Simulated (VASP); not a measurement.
OSZICAR of a VASP run on WSe2 (2H layered):

### OSZICAR
```
       N       E                     dE             d eps       ncg     rms          rms(c)
DAV:   1     0.466359602646E+03    0.46636E+03   -0.17543E+04 20934   0.452E+02
DAV:   2    -0.188619680636E+02   -0.48522E+03   -0.45770E+03 22814   0.172E+02
DAV:   3    -0.501487313529E+02   -0.31287E+02   -0.30505E+02 24334   0.482E+01
DAV:   4    -0.504355292406E+02   -0.28680E+00   -0.28659E+00 23660   0.444E+00
DAV:   5    -0.504371453384E+02   -0.16161E-02   -0.16160E-02 24028   0.325E-01    0.317E+01
DAV:   6    -0.489173388376E+02    0.15198E+01   -0.10793E+00 23755   0.574E+00    0.119E+01
DAV:   7    -0.487217466909E+02    0.19559E+00   -0.70680E-01 22145   0.298E+00    0.642E+00
DAV:   8    -0.484953097508E+02    0.22644E+00   -0.19395E-01 22281   0.195E+00    0.673E-01
DAV:   9    -0.484922795162E+02    0.30302E-02   -0.27154E-02 23206   0.464E-01    0.335E-01
DAV:  10    -0.484922404193E+02    0.39097E-04   -0.82486E-04 23544   0.710E-02    0.150E-01
DAV:  11    -0.484921803909E+02    0.60028E-04   -0.81917E-05 23518   0.358E-02    0.423E-02
DAV:  12    -0.484921732458E+02    0.71451E-05   -0.14164E-05 23629   0.139E-02    0.170E-02
DAV:  13    -0.484921724078E+02    0.83796E-06   -0.20865E-06 23383   0.533E-03    0.802E-03
DAV:  14    -0.484921724308E+02   -0.22963E-07   -0.16436E-07 22304   0.122E-03
   1 F= -.48492172E+02 E0= -.48492172E+02  d E =-.434046E-25
 imaginary and real dielectric function
```

Problem. Which electronic solver shows in the log?

Solution. It is blocked Davidson (ALGO = Normal, or the opening steps of other solvers). The INCAR had ALGO = Normal.

Problem. Can the final energy be trusted as converged?

Solution. The run converged. It stopped with EDIFF = 1E-7, NELM = 100 (LDA (Ceperley-Alder, Perdew-Zunger), plane waves, VASP's LDA PAW potentials (set 64)).

The compound is WSe2 in the 2H layered structure. It was relaxed first.
